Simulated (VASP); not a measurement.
Data:

```yaml
crystal:
  lattice:
    - [4.02151, 0.00000, 0.00000]
    - [0.00000, 4.02151, 0.00000]
    - [0.00000, 0.00000, 4.13466]
  atoms:
    - { symbol: Ba, position: [0.50000, 0.50000, 0.58254] }
    - { symbol: Ti, position: [0.00000, 0.00000, 0.10004] }
    - { symbol: O, position: [0.00000, 0.50000, 0.06422] }
    - { symbol: O, position: [0.50000, 0.00000, 0.06422] }
    - { symbol: O, position: [0.00000, 0.00000, 0.54897] }
```

The numbers are results of PBE0 hybrid, VASP's PBE PAW potentials (set 64) (plane waves; VASP 6.6.1), not measurements. Numerical set-up: 400 eV cut-off, 5×5×5 Γ-centred mesh, Gaussian smearing of 0.050 eV, potentials Ba_sv Ti_sv O.

At this cut-off the stress carries a Pulay error, which pulls relaxed volumes low.

Q: Give the force on each atom (eV/Å).

A: 
| atom | Fx | Fy | Fz |
|---|---|---|---|
| Ba1 | 0.000 | 0.000 | 0.032 |
| Ti2 | 0.000 | 0.000 | 0.555 |
| O3 | 0.000 | 0.000 | 0.027 |
| O4 | 0.000 | 0.000 | 0.027 |
| O5 | 0.000 | 0.000 | -0.642 |

Q: Give the stress tensor in GPa (positive for a compressed cell).

A: 
```
-10.35    0.00    0.00
  0.00  -10.35    0.00
  0.00    0.00  -10.32
```
The pressure is its mean diagonal, -10.34 GPa.

The structure comes from a computed database's BaTiO3 entry; how it stands against other phases isn't given here. The cell was not relaxed at this level.
